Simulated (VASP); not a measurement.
Write the native input for VASP 6.6.1 that does the following.

| Property | Result |
| --- | --- |
| Task | single point |
| Functional | PBE |
| Potentials or basis | VASP PAW PBE potentials, release 64 (Na_pv, B) |
| Cutoff | 520 eV |
| k mesh | 13 × 13 × 13 |
| Occupations | fermi-dirac, width 0.05 eV |
| Spin | no spin polarisation |
| Further INCAR settings | ALGO = Normal; EDIFF = 1e-07; NBANDS = 16 |

The structure of NaB3 lies in POSCAR:

```
NaB3
1.0
    1.1871782000      0.6854176500      7.5959480300
   -1.1871782000      0.6854176500      7.5959480300
    0.0000000000     -1.3708353000      7.5959480300
Na B
1 3
Direct
    0.0000000000      0.0000000000      0.0000000000
    0.7518688400      0.7518688400      0.7518688400
    0.5000000000      0.5000000000      0.5000000000
    0.2481311600      0.2481311600      0.2481311600
```

The cell was built by a generator and needn't be a form met in nature.

These files were run (other wordings do the same):

INCAR

```
  ALGO = Normal
  EDIFF = 1E-7
  ENCUT = 520
  GGA = PE
  ISIF = 2
  ISMEAR = -1
  LASPH = True
  LCHARG = False
  LREAL = False
  LWAVE = False
  NBANDS = 16
  NELM = 80
  PREC = Accurate
  SIGMA = 0.05
```

KPOINTS

```
k-points
0
Gamma
  13 13 13
```

Potentials or basis: VASP PAW PBE potentials, release 64 (Na_pv, B).

The run is started by

```bash
$ cat potpaw_PBE.64/Na_pv/POTCAR potpaw_PBE.64/B/POTCAR > POTCAR
$ mpirun -np 1 vasp_std > vasp.out
```

Results of the run:

| Item | Value |
| --- | --- |
| Pressure | -0.4 GPa |
| Largest force | 3.705 eV/Å |
| Band gap on the k mesh | none (metal or under the smearing width) |

Caveat: forces of over 1 eV/Å show positions far from the minimum, so gaps and moduli don't describe the material at rest.

Run time: 14 min on 1 thread of Intel(R) Xeon(R) Platinum 8488C (Sapphire Rapids), with other jobs on the host, peak memory 0.51 GiB.
